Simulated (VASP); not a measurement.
W:

```
W
1.0
    -1.58234    1.58234    1.58234
     1.58234   -1.58234    1.58234
     1.58234    1.58234   -1.58234
W
1
Cartesian
  0.0000 0.0000 0.0000
```

| Quantity | Value |
| --- | --- |
| Program | VASP 6.6.1 |
| Task | relaxation of cell and atoms |
| Functional | PBE |
| Potentials or basis | VASP PAW PBE potentials, release 64 (W_sv) |
| Cutoff | 600 eV |
| k mesh | 16 × 16 × 16 |
| Occupations | methfessel-paxton, width 0.1 eV |
| Spin | no spin polarisation |

At the start: pressure 5.9 GPa; volume 15.85 Å³/atom.

Problem. How do energy, volume and symmetry change on relaxing?

Solution. Over 4 steps the energy falls by 5.4 meV/atom and the volume is 16.15 Å³/atom (+1.9 %); space group Im-3m (No. 229, to 0.05 Å).

Step by step:
```
step  energy change (eV)  largest force (eV/Å)  pressure (GPa)  volume (Å³)
   1              0.0000                0.0000            5.89        15.85
   2              0.0544                0.0000          -16.87        17.22
   3             -0.0054                0.0000           -0.16        16.16
   4             -0.0054                0.0000           -0.04        16.15
```

Final structure:
```cif
data_structure
_symmetry_space_group_name_H-M 'P 1'
_symmetry_Int_Tables_number 1
_cell_length_a 2.7580
_cell_length_b 2.7580
_cell_length_c 2.7580
_cell_angle_alpha 109.471
_cell_angle_beta 109.471
_cell_angle_gamma 109.471
_cell_volume 16.15
loop_
_atom_site_label
_atom_site_type_symbol
_atom_site_fract_x
_atom_site_fract_y
_atom_site_fract_z
_atom_site_occupancy
W1 W 0.00000 0.00000 0.00000 1
```
